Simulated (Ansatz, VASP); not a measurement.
# Ba3Mg: VASP beside Ansatz, part 2 of 2

Aim: how closely do two programs agree when they are given the same cell, functional and k mesh? The cell is invented: As first built, before any earlier steps moved the atoms (in the runner's words): it takes the Sr3Mg structure with some of its atoms replaced by other elements, volume scaled by an estimate. It may not be a known or stable phase.

VASP 6.6.1 and Ansatz 0.2.0.

So far: The starting structure; VASP: band structure, PBEsol with D4.

**3. Ansatz: band structure, PBEsol with D4**

Level of this step: Ansatz beside VASP: Kohn-Sham DFT, plane waves, PBEsol with D4 (Ansatz).

Ansatz runs on its default PAW (the set named soft_2) files.

The same cell, functional, mesh and smearing now go to Ansatz, which takes its cutoff from its data sets.

input.yaml

```yaml
crystal:
  lattice:
    - [4.4745901924, 0.0, 0.0]
    - [-2.2372950962, 3.8751086997, 0.0]
    - [0.0, 0.0, 12.8393913397]
  atoms:
    - { symbol: Ba, position: [0.33333333, 0.66666667, 0.0], spin: 0.5 }
    - { symbol: Ba, position: [0.0, 0.0, 0.291752291], spin: 0.5 }
    - { symbol: Ba, position: [0.0, 0.0, 0.708247709], spin: 0.5 }
    - { symbol: Mg, position: [0.33333333, 0.66666667, 0.5] }
hamiltonian:
  xc: pbesol
  pseudopotentials: { kind: paw }
  dispersion: d4
magnetization:
  spin_polarized: true
kpoints:
  mp_grid: { grid: [6, 6, 2] }
  band_path:
    path:
      - [0.0, 0.0, 0.0]
      - [0.13333, 0.0, 0.0]
      - [0.3, 0.0, 0.0]
      - [0.46667, 0.0, 0.0]
      - [0.46667, 0.06667, 0.0]
      - [0.41111, 0.17778, 0.0]
      - [0.35556, 0.28889, 0.0]
      - [0.28889, 0.28889, 0.0]
      - [0.17778, 0.17778, 0.0]
      - [0.06667, 0.06667, 0.0]
      - [0.0, 0.0, 0.03333]
      - [0.0, 0.0, 0.2]
      - [0.0, 0.0, 0.36667]
      - [0.0, 0.0, 0.5]
      - [0.16667, 0.0, 0.5]
      - [0.3, 0.0, 0.5]
      - [0.46667, 0.0, 0.5]
      - [0.46667, 0.06667, 0.5]
      - [0.41111, 0.17778, 0.5]
      - [0.35556, 0.28889, 0.5]
      - [0.28889, 0.28889, 0.5]
      - [0.17778, 0.17778, 0.5]
      - [0.06667, 0.06667, 0.5]
      - [0.5, 0.0, 0.46667]
      - [0.5, 0.0, 0.3]
      - [0.5, 0.0, 0.13333]
      - [0.33333, 0.33333, 0.0]
      - [0.33333, 0.33333, 0.16667]
      - [0.33333, 0.33333, 0.33333]
      - [0.33333, 0.33333, 0.5]
    npoints: 1
scf:
  occupations: { method: fermi_dirac, width: 0.05 }
  n_extra_bands: 8
output:
  forces: true
  stress: true
  eigenvalues: true
  write_density: true
  write_potential: true
  elf: true
  volumetric_format: npy
```

Launch:

```console
$ ansatz run input.yaml --threads 2 --pin off --max-ram 4608MiB --backend cpu --events-out ev --progress --plain --runs-dir out
```

Numbers of over 12 decimals in the logs are rounded to 6 here.

The program printed:

```text
scf.n_extra_bands = 8 over 20 filled bands (N_el = 40.0): the run solves 28 bands
Engine: ansatz 0.2.0, aarch64-unknown-linux-gnu
Pseudopotentials: kind: paw
Pseudopotential: Ba, paw, valence charge 10, recommended cutoff 420 eV (normal), Ba.paw.azcp
Pseudopotential: Mg, paw, valence charge 10, recommended cutoff 420 eV (normal), Mg.paw.azcp
Functional definition: PBEsol
  exchange = pbesol_x
  correlation = pbesol_c
Crystal: 4 atoms, lattice volume = 222.629 Å³
Basis set: ecut = 420 eV, 4357 PW (Γ), exchange–correlation on 60×60×180 points (8 copies of the dense FFT grid, shifted against one another)
Bands: 28, of which v1, the nominal top of the filled ones, is band 20 counted from 1 (19 counted from 0)
Symmetry: 12 space group operations
Space group: P-6m2 (ITA 187), of the structure as read, at distance tolerance 6.1e-5 Å
Magnetic group: BNS 187.209 (UNI 1439), of the structure as read, at distance tolerance 6.1e-5 Å
k-points: 14 of 72 (time reversal used)
Non-local potential: Ba, projectors of the file, l = 0: 3, l = 1: 2, l = 2: 2, l = 3: 2
Non-local potential: Mg, projectors of the file, l = 0: 3, l = 1: 2, l = 2: 1
PAW form: soft (Blöchl's): semilocal exchange-correlation on the pseudo side does not see the compensation charge
PAW frozen core: Ba, regenerated for the run's functional, and the local potential with it (the file was generated under x = pbe(κ = 0.804, μ = 0.219515), c = pbe(β = 0.066725))
PAW frozen core: Mg, regenerated for the run's functional, and the local potential with it (the file was generated under x = pbe(κ = 0.804, μ = 0.219515), c = pbe(β = 0.066725))
PAW one-centre angular grid: Ba, 194 points (default); XC on 64 Gauss nodes
PAW one-centre angular grid: Mg, 110 points (default); XC on 64 Gauss nodes
Initial density: superposition of atomic densities (chi_scale 0.1, normalization cell)
Starting moments: Σ|m| = 1.5 μB on 3 of 4 sites
Initial wavefunctions: pseudopotential atomic-orbital guess
Functional: x = pbesol(κ = 0.804, μ = 0.123457), c = pbesol(β = 0.046)
iter 1 solved again at ethr=1.28e-3 eV; its pass at ethr=3.10e-3 eV (dr2=5.12e-1 eV) is discarded
SCF iter   1: F=—  HF=-19499.827793 eV  |F-HF|=—  |Δ(HF+E_count)|=         —  Δρ=8.03e-3 (↑7.72e-3 ↓8.03e-3)  dr2=5.22e-1  dr2_m=9.99e-2  M=0.317 μB ∫|m|=0.317 μB  β_m=0.30  ethr=1.28e-3  ⟨swp⟩=1.0  Hψ=5543  notcnv=0
preconditioner: auto → Kerker (q_TF=auto, 2.049 Å⁻¹)  [metal: Δε(μ)=0.051 eV  Ē_g=2.197 eV  σ=0.050 eV  W_gap=0.24  n_scr=38 (ndim 8)  ℏωp=7.0 eV  f_vac=0.000  D(μ)=5.02/eV (n_scr^D=38)]
spin=Collinear: Kerker preconditioning applied to the charge; magnetization (m = ρ↑ − ρ↓) channel mixes plain (no charge-response kernel on spin).
SCF iter   2: F=—  HF=-19499.831821 eV  |F-HF|=—  |Δ(HF+E_count)|=   4.03e-3  Δρ=5.90e-3 (↑5.62e-3 ↓5.90e-3)  dr2=3.05e-1  dr2_m=5.16e-2  M=0.252 μB ∫|m|=0.253 μB  β_m=0.30  ethr=1.28e-3  ⟨swp⟩=1.1  Hψ=789  notcnv=0
SCF iter   3: F=—  HF=-19499.799439 eV  |F-HF|=—  |Δ(HF+E_count)|=   3.24e-2  Δρ=3.81e-3 (↑3.69e-3 ↓3.81e-3)  dr2=1.00e-2  dr2_m=2.71e-2  M=0.178 μB ∫|m|=0.181 μB  β_m=0.30  ethr=7.61e-4  ⟨swp⟩=3.2  Hψ=1224  notcnv=0
SCF iter   4: F=—  HF=-19499.808453 eV  |F-HF|=—  |Δ(HF+E_count)|=   9.01e-3  Δρ=2.69e-3 (↑2.62e-3 ↓2.69e-3)  dr2=5.68e-3  dr2_m=1.40e-2  M=0.147 μB ∫|m|=0.151 μB  β_m=0.30  ethr=2.51e-5  ⟨swp⟩=2.1  Hψ=1353  notcnv=0  defer=1
SCF iter   5: F=—  HF=-19499.814243 eV  |F-HF|=—  |Δ(HF+E_count)|=   5.79e-3  Δρ=1.90e-3 (↑1.89e-3 ↓1.90e-3)  dr2=5.92e-4  dr2_m=7.23e-3  M=0.124 μB ∫|m|=0.128 μB  β_m=0.30  ethr=1.42e-5  ⟨swp⟩=2.1  Hψ=945  notcnv=0  defer=1
SCF iter   6: F=—  HF=-19499.817120 eV  |F-HF|=—  |Δ(HF+E_count)|=   2.88e-3  Δρ=1.37e-3 (↑1.37e-3 ↓1.36e-3)  dr2=1.96e-4  dr2_m=3.75e-3  M=0.105 μB ∫|m|=0.109 μB  β_m=0.30  ethr=1.48e-6  ⟨swp⟩=2.2  Hψ=1283  notcnv=0  defer=1
SCF iter   7: F=—  HF=-19499.818782 eV  |F-HF|=—  |Δ(HF+E_count)|=   1.66e-3  Δρ=9.87e-4 (↑9.87e-4 ↓9.75e-4)  dr2=4.15e-5  dr2_m=1.95e-3  M=0.090 μB ∫|m|=0.094 μB  β_m=0.30  ethr=4.90e-7  ⟨swp⟩=2.7  Hψ=1356  notcnv=0  defer=1
Mixer restart at iter 7: flushing history
spin-set hold released at iteration 7 (site moments contracting): the magnetisation degrees of freedom join the quasi-Newton model from the next iteration; the mixer history was flushed
SCF iter   8: F=—  HF=-19499.819793 eV  |F-HF|=—  |Δ(HF+E_count)|=   1.01e-3  Δρ=7.14e-4 (↑7.14e-4 ↓7.06e-4)  dr2=2.28e-5  dr2_m=1.03e-3  M=0.077 μB ∫|m|=0.082 μB  β_m=0.65  ethr=1.04e-7  ⟨swp⟩=2.1  Hψ=1343  notcnv=0  defer=1
SCF iter   9: F=—  HF=-19499.821065 eV  |F-HF|=—  |Δ(HF+E_count)|=   1.27e-3  Δρ=6.66e-5 (↑6.52e-5 ↓6.66e-5)  dr2=1.32e-6  dr2_m=8.76e-6  M=0.034 μB ∫|m|=0.044 μB  β_m=0.82  ethr=5.69e-8  ⟨swp⟩=2.5  Hψ=1404  notcnv=0  defer=1
SCF iter  10: F=—  HF=-19499.821146 eV  |F-HF|=—  |Δ(HF+E_count)|=   8.08e-5  Δρ=4.05e-5 (↑3.94e-5 ↓4.05e-5)  dr2=3.91e-7  dr2_m=3.22e-6  M=0.022 μB ∫|m|=0.032 μB  β_m=0.91  ethr=3.31e-9  ⟨swp⟩=3.0  Hψ=1412  notcnv=0  defer=1
SCF iter  11: F=—  HF=-19499.821202 eV  |F-HF|=—  |Δ(HF+E_count)|=   5.62e-5  Δρ=1.44e-5 (↑1.44e-5 ↓1.42e-5)  dr2=1.54e-8  dr2_m=4.14e-7  M=0.006 μB ∫|m|=0.014 μB  β_m=0.96  ethr=2.50e-10  ⟨swp⟩=10.8  Hψ=7370  notcnv=0
SCF iter  12: F=—  HF=-19499.821211 eV  |F-HF|=—  |Δ(HF+E_count)|=   9.60e-6  Δρ=5.26e-6 (↑5.26e-6 ↓4.99e-6)  dr2=1.93e-8  dr2_m=4.97e-8  M=0.002 μB ∫|m|=0.004 μB  β_m=0.98  ethr=3.85e-11  ⟨swp⟩=13.1  Hψ=6985  notcnv=0
SCF iter  13: F=—  HF=-19499.821213 eV  |F-HF|=—  |Δ(HF+E_count)|=   1.10e-6  Δρ=1.97e-6 (↑1.97e-6 ↓1.84e-6)  dr2=2.34e-9  dr2_m=6.85e-9  M=0.000 μB ∫|m|=0.001 μB  β_m=0.99  ethr=3.85e-11  ⟨swp⟩=11.5  Hψ=6206  notcnv=0
SCF iter  14: F=—  HF=-19499.821213 eV  |F-HF|=—  |Δ(HF+E_count)|=   1.31e-7  Δρ=6.12e-7 (↑6.12e-7 ↓6.02e-7)  dr2=1.08e-10  dr2_m=7.37e-10  M=0.000 μB ∫|m|=0.000 μB  β_m=0.99  ethr=5.85e-12  ⟨swp⟩=9.0  Hψ=4756  notcnv=0
SCF iter  15: F=—  HF=-19499.821213 eV  |F-HF|=—  |Δ(HF+E_count)|=   1.36e-8  Δρ=2.29e-7 (↑2.29e-7 ↓2.29e-7)  dr2=1.33e-11  dr2_m=1.06e-10  M=0.000 μB ∫|m|=0.000 μB  β_m=1.00  ethr=1.00e-12  ⟨swp⟩=8.1  Hψ=4066  notcnv=0
SCF iter  16: F=-19499.821213 eV  HF=-19499.821213 eV  |F-HF|=6.91e-11  |Δ(HF+E_count)|=   1.92e-9  Δρ=6.99e-8 (↑6.71e-8 ↓6.99e-8)  dr2=9.80e-13  dr2_m=9.44e-12  M=0.000 μB ∫|m|=0.000 μB  ethr=1.00e-12  ⟨swp⟩=7.2  Hψ=3842  notcnv=0
WARN: dispersion: an atom stands within reach of a switch of its C6 between two reference coordination numbers of its element: through that C6 alone, e_disp changes by 0.025 eV or more while the distances to its neighbours run over a stretch of 0.05 Å that contains this geometry (sites counted from 0 in the run's list of atoms or, in a supercell that it derives, in that cell's: here a list of 4) — site 1 (Ba): coordination number 8.131 (about 7.65 to 8.61 with every neighbour 0.05 Å farther or nearer), switch near 8.078 between the references 14.677 (weight 1.00) and 1.478 (weight 0.00), e_disp changing by some 0.03 eV; [rest of the remark cut]
SCF 1 converged in 16 iterations: F = -19499.821213 eV  dr2 = 9.80e-13
  greatest PAW one-centre occupation: 1.000 electrons in one spin orbital (limit 2), on the Mg atom at site 3 (counted from 0), in its partial waves of l = 0
WARN: the starting moments were not kept: the SCF closed with an absolute magnetisation of 4.4e-5 μB, where they sum to 1.5 μB in size (3 sites). That is at most 0.1 of that sum. Measured as dr2_m measures the in/out step, that magnetisation stands 4.0e-11 eV from none, at or under the dr2_threshold of 1.0e-7 eV: it is no larger than a step whose dr2_m would equal this threshold. The system may hold no moment; this S [...]
NSCF: frozen V_eff on 30 k-points
SCF converged after 16 iterations
Magnetization: 0.0000 μB (20.0000 up, 20.0000 down)
Absolute magnetization: 0.0000 μB (∫|ρ↑−ρ↓|, with the PAW one-centre terms)
Spin contamination: 0.0000 ħ² per cell (⟨S²⟩ above its minimum at these occupations)
Per-site moments (μB) at R_I (Å): [(-6.488256665730783e-6, 1.845768), (2.010187325800565e-6, 1.533649), (2.010187325906981e-6, 1.533649), (2.2440151715580768e-7, 1.533649)]
Free energy (F): -19499.821213 eV
Harris-Foulkes:  -19499.821213 eV  (|F-HF|=6.91e-11)
Internal energy: -19499.787358 eV  (E = F + TS)
E sigma→0 (E₀):  -19499.804285 eV
Entropy (-TS):   -0.033855 eV (-8.464 meV/atom)
Fermi energy:    5.321256 eV
--- Per-component energies (eV) ---
  E_band       = -630.469996
  E_kinetic    = 572.687229
  E_local      = -3160.862591  (includes V_loc(G=0)·N_el)
  E_nonlocal   = 272.317604
  E_hartree    = 1129.506975
  E_xc         = -522.081930
  E_vxc        = -434.578055  (∫ρ·V_xc dr)
  E_paw        = -15703.280240  (= ΣΔE_a)
  E_vpaw       = -139.048145  (= ΣTr[D̂ρ^β])
  E_aug_tail   = -0.000008  (compensation charges beyond the density's cutoff)
  E_ewald      = -2088.298095
  E_disp       = -0.289464  (pairwise vdW)
  E_core_change = 0.513162  (= ΣΔE_core)
  E_smearing   = -0.033855  (= −TS)
  E_closure    = 0.000000  (closes the sum)
  Σ components = -19499.821213   (vs F -19499.821213, Δ=0.00e0)
--- Forces (eV/Å), atoms counted from 1 ---
  atom   1  Ba    -0.00000000     0.00000000     0.00000000
  atom   2  Ba     0.00000000     0.00000000     0.00835993
  atom   3  Ba     0.00000000     0.00000000    -0.00835993
  atom   4  Mg     0.00000000     0.00000000     0.00000000
  max |Σ_I F_I| component: 6.48e-17 eV/Å
--- Stress (GPa, compression-positive) ---
       -0.938589       0.000000       0.000000
        0.000000      -0.938589       0.000000
        0.000000       0.000000      -0.899131
  P = ⅓ Tr σ = -0.9254 GPa (-9.254 kbar)
--- Band table (eV; the first three rows and the last of 28) ---
  k-point 0 ↑: bands = [... 16 lower, 1.6316, 3.2426, 3.3697, 4.7017, 6.1362, 6.5486, 6.9697, 6.9697, ... 4 higher]
  k-point 1 ↑: bands = [... 16 lower, 1.6977, 2.7577, 4.0107, 4.5306, 6.1364, 6.3754, 7.0306, 7.0306, ... 4 higher]
  k-point 2 ↑: bands = [... 16 lower, 1.9371, 3.5592, 3.7713, 5.0319, 5.8400, 6.3455, 6.5090, 6.7114, ... 4 higher]
  k-point 13 ↓: bands = [... 16 lower, 3.6909, 4.8721, 5.0339, 5.4364, 5.4650, 5.5676, 5.6809, 5.7036, ... 4 higher]
```

Run time: 48 s. Hardware: 2 threads of Arm Neoverse N1, shared host; peak memory 0.49 GiB; 95 s of CPU time.

**4. Differences**

Known differences besides the potentials themselves: the data sets hold 40 valence electrons in Ansatz (default PAW (the set named soft_2) files) and 32 in VASP; the cutoff is 420 eV in Ansatz and 400 eV in VASP; Ansatz makes its cores anew for this functional, VASP keeps those of its PBE data sets; VASP leaves aspherical gradient terms in its spheres out (LASPH is not set), Ansatz keeps them. Total energies have different zeros and are not compared.

Compared:

```
      quantity  Ansatz   VASP  difference
pressure (GPa)   -0.93  -0.88       -0.05
```

At this near-relaxed geometry the largest component of a force difference is 5 meV/Å.

**5. Ansatz: band structure, LDA**

A single point gives forces, pressure and levels at one fixed geometry, so differences don't come from the geometry; what else differs is listed under the comparison.

input.yaml, as its differences from that of step 3:

```diff
@@ -6,12 +6,9 @@
   atoms:
-    - { symbol: Ba, position: [0.33333333, 0.66666667, 0.0], spin: 0.5 }
-    - { symbol: Ba, position: [0.0, 0.0, 0.291752291], spin: 0.5 }
-    - { symbol: Ba, position: [0.0, 0.0, 0.708247709], spin: 0.5 }
+    - { symbol: Ba, position: [0.33333333, 0.66666667, 0.0] }
+    - { symbol: Ba, position: [0.0, 0.0, 0.291752291] }
+    - { symbol: Ba, position: [0.0, 0.0, 0.708247709] }
     - { symbol: Mg, position: [0.33333333, 0.66666667, 0.5] }
 hamiltonian:
-  xc: pbesol
+  xc: lda
   pseudopotentials: { kind: paw }
-  dispersion: d4
-magnetization:
-  spin_polarized: true
 kpoints:
@@ -58,5 +55 @@
   eigenvalues: true
-  write_density: true
-  write_potential: true
-  elf: true
-  volumetric_format: npy
```

The program printed:

```text
[...]
Crystal: 4 atoms, lattice volume = 222.629 Å³
Basis set: ecut = 420 eV, 4357 PW (Γ)
Bands: 28, of which v1, the nominal top of the filled ones, is band 20 counted from 1 (19 counted from 0)
Symmetry: 12 space group operations
[...]
k-points: 14 of 72 (time reversal used)
[...]
k-point 0: bands = [... 16 lower, 1.5053, 3.1240, 3.2487, 4.5672, 6.0428, 6.3985, 6.8126, 6.8126, ... 4 higher]
  k-point 1: bands = [... 16 lower, 1.5714, 2.6377, 3.8828, 4.4118, 6.0246, 6.2447, 6.8716, 6.8716, ... 4 higher]
  k-point 2: bands = [... 16 lower, 1.8095, 3.4418, 3.6528, 4.8995, 5.7360, 6.2073, 6.3632, 6.5613, ... 4 higher]
  k-point 13: bands = [... 16 lower, 3.5226, 4.7762, 4.9094, 5.3108, 5.3602, 5.4676, 5.5513, 5.5894, ... 4 higher]
[key lines of the parts left out:]
SCF converged after 7 iterations
Free energy (F): -19239.907251 eV
Fermi energy:    5.203718 eV
P = ⅓ Tr σ = -1.3523 GPa (-13.523 kbar)
```

Run time: 14 s. Hardware: 2 threads; peak memory 0.41 GiB.

**6. VASP: band structure, LDA**

The same cell, functional (in two slightly different forms), mesh and smearing now go to VASP, with its own data sets and cutoff.

INCAR

```
SYSTEM = Ba3Mg
PREC = Accurate
ENCUT = 400
EDIFF = 1E-06
NELM = 100
ISMEAR = -1
SIGMA = 0.05
LREAL = .FALSE.
ALGO = Normal
GGA = CA
LORBIT = 11
LWAVE = .FALSE.
LCHARG = .FALSE.
KPAR = 2
```

POSCAR

```
Ba3Mg
1.0
    4.4745901924      0.0000000000      0.0000000000
   -2.2372950962      3.8751086997      0.0000000000
    0.0000000000      0.0000000000     12.8393913397
Ba Mg
3 1
Direct
    0.3333333300      0.6666666700      0.0000000000
    0.0000000000      0.0000000000      0.2917522910
    0.0000000000      0.0000000000      0.7082477090
    0.3333333300      0.6666666700      0.5000000000
```

KPOINTS

```
Automatic mesh
0
Gamma
6 6 2
0 0 0
```

KPOINTS_OPT

```
Line mode
16
Line-mode
Reciprocal
  0.00000000   0.00000000   0.00000000 GAMMA
  0.50000000   0.00000000   0.00000000 M

  0.50000000   0.00000000   0.00000000 M
  0.33333333   0.33333333   0.00000000 K

  0.33333333   0.33333333   0.00000000 K
  0.00000000   0.00000000   0.00000000 GAMMA

  0.00000000   0.00000000   0.00000000 GAMMA
  0.00000000   0.00000000   0.50000000 A

  0.00000000   0.00000000   0.50000000 A
  0.50000000   0.00000000   0.50000000 L

  0.50000000   0.00000000   0.50000000 L
  0.33333333   0.33333333   0.50000000 H

  0.33333333   0.33333333   0.50000000 H
  0.00000000   0.00000000   0.50000000 A

  0.50000000   0.00000000   0.50000000 L
  0.50000000   0.00000000   0.00000000 M

  0.33333333   0.33333333   0.00000000 K
  0.33333333   0.33333333   0.50000000 H
```

Potentials, in the order of the species: Ba_sv and Mg (LDA family, release 64).

Launch:

```console
$ mpirun -np 2 vasp_std
```

The program printed:

```text
[banner, memory and clock lines left out]
running    2 mpi-ranks, on    1 nodes
[...]
LDA part: xc-table for (Slater(with rela. corr.)+CA(PZ))
 , standard interpolation
 POSCAR, INCAR and KPOINTS ok, starting setup
[...]
entering main loop
       N       E                     dE             d eps       ncg     rms          rms(c)
DAV:   1     0.225429491273E+03    0.22543E+03   -0.11228E+04   560   0.105E+03
DAV:   2     0.119871602209E+02   -0.21344E+03   -0.21021E+03   740   0.229E+02
DAV:   3    -0.729614736087E+01   -0.19283E+02   -0.19053E+02   884   0.730E+01
DAV:   4    -0.818285030244E+01   -0.88670E+00   -0.87428E+00   808   0.135E+01
[...]
DAV:  10    -0.812939346749E+01    0.77935E-05   -0.30324E-04   888   0.717E-02    0.211E-02
DAV:  11    -0.812939658145E+01   -0.31140E-05   -0.35970E-05   768   0.266E-02    0.662E-03
DAV:  12    -0.812939677996E+01   -0.19851E-06   -0.61398E-06   664   0.114E-02
   1 F= -.81293968E+01 E0= -.81123805E+01  d E =-.340325E-01
 Start KPOINTS_OPT (optional k-point list driver)
k-point batch [1-14\144]
       N       E                     dE             ncg
DAV:   1    -0.192337064492E+04   -0.61970E+04      560
DAV:   2    -0.520072109901E+04   -0.32774E+04      748
DAV:   3    -0.549081512139E+04   -0.29009E+03      836
DAV:   4    -0.550553027220E+04   -0.14715E+02      832
DAV:   5    -0.550580451309E+04   -0.27424E+00      776
DAV:   6    -0.550581965650E+04   -0.15143E-01      888
DAV:   7    -0.550581986074E+04   -0.20424E-03      824
DAV:   8    -0.550581987498E+04   -0.14240E-04      672
DAV:   9    -0.550581987553E+04   -0.54621E-06      472
[...]
k-point batch [141-144\144]
       N       E                     dE             ncg
DAV:   1     0.764855403934E+04   -0.39216E+04      160
DAV:   2     0.682831609312E+04   -0.82024E+03      216
DAV:   3     0.676073544851E+04   -0.67581E+02      224
DAV:   4     0.675737102745E+04   -0.33644E+01      256
[...]
DAV:   8     0.675716134412E+04   -0.78207E-04      232
DAV:   9     0.675716133821E+04   -0.59053E-05      196
DAV:  10     0.675716133746E+04   -0.74663E-06      216
```

OUTCAR, selected parts (step 6):

```text
  Total       -1.8817145     -1.8817145     -1.9374652      0.0000000      0.0000000      0.0000000
  in kB      -13.5419975    -13.5419970    -13.9432145      0.0000000      0.0000000      0.0000000
  external PRESSURE =     -13.6757363 kB  Pullay stress =       0.0000000 kB

 POSITION                                       TOTAL-FORCE (eV/Angst)
 -----------------------------------------------------------------------------------
     -0.00000      2.58341      0.00000         0.000000     -0.000000     -0.000000
      0.00000      0.00000      3.74592        -0.000000     -0.000000      0.035724
      0.00000      0.00000      9.09347        -0.000000     -0.000000     -0.035724
     -0.00000      2.58341      6.41970        -0.000000      0.000000     -0.000000
 -----------------------------------------------------------------------------------
    total drift:                                0.000013     -0.000008     -0.000000

  FREE ENERGIE OF THE ION-ELECTRON SYSTEM (eV)
  ---------------------------------------------------
  free  energy   TOTEN  =        -8.1293967800 eV

  energy  without entropy=       -8.0953642655  energy(sigma->0) =       -8.11238052

[... 1 part as in an earlier step ...]

[... 2 further parts left out ...]
[key lines of the parts left out:]
E-fermi :   1.3577
```

The run ends at a pressure of -1.37 GPa, with forces up to 0.036 eV/Å.

**7. Differences**

What differs besides the data sets and the points named for the pairs above, as far as they apply: the two LDA forms differ slightly; VASP's log shows a relativistic correction to its local exchange, Ansatz's none. Total energies have different zeros and are not compared.

Both answers:

```
      quantity  Ansatz   VASP  difference
pressure (GPa)   -1.35  -1.37       +0.02
```

At this near-relaxed geometry the largest component of a force difference is 10 meV/Å. Levels from 3 eV below to 2 eV above the Fermi level differ by 5 meV r.m.s. and 16 meV at most; each VASP level is matched to the nearest of Ansatz, which flatters the figure a little.

**8. Summary of results**

```json
{
 "difference in pressure (band structure, PBEsol with D4)": "-0.048 GPa",
 "r.m.s. difference of levels near the Fermi level (band structure, LDA)": "5.0 meV"
}
```

The r.m.s. difference of levels near the Fermi level is 5.0 meV (band structure, LDA), within the 80 meV picked in this series as the mark of a large difference. How closely two codes agree says nothing of how well the functional describes the real material.

[Lines on the potential files, build, host, timing and source positions are cut from VASP's logs without a mark.]

[Logs are printed without paths, hosts, clocks, repeated set-up lines and the standing remarks that a program may print on its own settings, such as how far it seeks lower states.]

[Hosts, paths, dates, database ids (printed as entryN), source tags and the programs' standing remarks are cut or masked in the printed files.]
